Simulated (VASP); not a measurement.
Wanted: the native input for a VASP 6.6.1 run.

```yaml
Task: density of states
Functional: PBE
Potentials_or_basis: VASP PAW PBE potentials, release 64 (Li_sv, Mg)
Cutoff: 520 eV
k_mesh: 8 × 8 × 8
Occupations: gaussian, width 0.1 eV
Spin: no spin polarisation
Dipole_correction: no
k_mesh_for_the_DOS: 12 × 12 × 12
Occupations_for_the_DOS: tetrahedron
Further_INCAR_settings: ALGO = Fast; EDIFF = 1e-06
```

The system is LiMg4.

```xyz
5
Lattice="-3.1945 3.1945 3.1945 3.1945 -3.1945 3.1945 3.1945 3.1945 -3.1945" Properties=species:S:1:pos:R:3 pbc="T T T"
Li    0.0000    0.0000    0.0000
Mg    1.5972    1.5972    1.5972
Mg    1.5972    1.5972   -1.5972
Mg    1.5972   -1.5972    1.5972
Mg   -1.5972    1.5972    1.5972
```

The cell was built by a generator and needn't be a form met in nature.

The input as run:

POSCAR

```
LiMg4
1.0
   -3.1944900676      3.1944900676      3.1944900676
    3.1944900676     -3.1944900676      3.1944900676
    3.1944900676      3.1944900676     -3.1944900676
Li Mg
1 4
Direct
    0.0000000000      0.0000000000      0.0000000000
    0.5000000000      0.5000000000      0.5000000000
    0.0000000000      0.0000000000      0.5000000000
    0.0000000000      0.5000000000      0.0000000000
    0.5000000000      0.0000000000      0.0000000000
```

INCAR.step1

```
  PREC = Accurate
  ENCUT = 520
  EDIFF = 1E-6
  ISMEAR = 0
  SIGMA = 0.1
  LREAL = F
  LASPH = T
  NELM = 80
  ALGO = Fast
  ISIF = 2
  LWAVE = F
  LCHARG = T
  GGA = PE
  NBANDS = 14
```

KPOINTS.step1

```
regular mesh
0
Gamma
  8 8 8
```

INCAR.step2

```
  PREC = Accurate
  ENCUT = 520
  EDIFF = 1E-6
  ISMEAR = -5
  SIGMA = 0.1
  LREAL = F
  LASPH = T
  NELM = 80
  ALGO = Fast
  ISIF = 2
  LWAVE = F
  LCHARG = F
  GGA = PE
  LORBIT = 11
  NEDOS = 2001
  ICHARG = 11
```

KPOINTS.step2

```
regular mesh
0
Gamma
  12 12 12
```

Potentials or basis: VASP PAW PBE potentials, release 64 (Li_sv, Mg).

Run with:

```sh
$ cat potpaw_PBE.64/Li_sv/POTCAR potpaw_PBE.64/Mg/POTCAR > POTCAR
$ cp INCAR.step1 INCAR
$ cp KPOINTS.step1 KPOINTS
$ mpirun -np 1 vasp_std > vasp.out
$ cp INCAR.step2 INCAR
$ cp KPOINTS.step2 KPOINTS
$ mpirun -np 1 vasp_std > vasp.out
```

It gave:

```yaml
Valence_electrons_inside_the_program's_atomic_spheres: Li 2.13; Mg 0.34
```

Wall time 2.3 min on 1 thread of Intel(R) Xeon(R) Platinum 8559C (Emerald Rapids), with other jobs on the host, peak memory 0.29 GiB.
